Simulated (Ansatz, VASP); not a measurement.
Ba2ZnP2: VASP beside Ansatz

```
Ba Zn P
1.0
     5.64568    0.00000    0.00000
    -2.82284    4.88930    0.00000
     0.00000    0.00000    5.57266
Ba Zn P
2 1 2
Direct
  0.33333 0.66667 0.27750
  0.66667 0.33333 0.72250
  0.00000 0.00000 0.00000
  0.00000 0.00000 0.38090
  0.00000 0.00000 0.61910
```

Alike in both runs: task single point; functional PBE; k mesh 6 × 6 × 4; occupations gaussian, width 0.1 eV; no spin polarisation.

|  | VASP | Ansatz |
| --- | --- | --- |
| version | VASP 6.6.1 | Ansatz 0.2.0 |
| potentials or method | VASP PAW PBE potentials, release 64 (Ba_sv, Zn, P) | scalar-relativistic, plane waves, PAW |
| plane-wave cutoff (eV) | 520 | 420 |
| valence electrons in the cell | 42 | 42 |

```csv
,VASP,Ansatz,Ansatz less VASP
gap on the k mesh at the Fermi level (eV),none,none,-
rms of the force components (eV/Å),30.977,29.781,-1.1954
```

Atom by atom the forces differ by 1.195 eV/Å (rms over components). A gap of «none» marks a metal or a gap that the smearing closes. The functional is the same, so the differences come from potentials, cutoffs and numerics.

Caveats: forces of over 1 eV/Å show positions far from the minimum, so gaps and moduli don't describe the material at rest. The runs have no spin-orbit coupling, so splittings on Ba are missing.
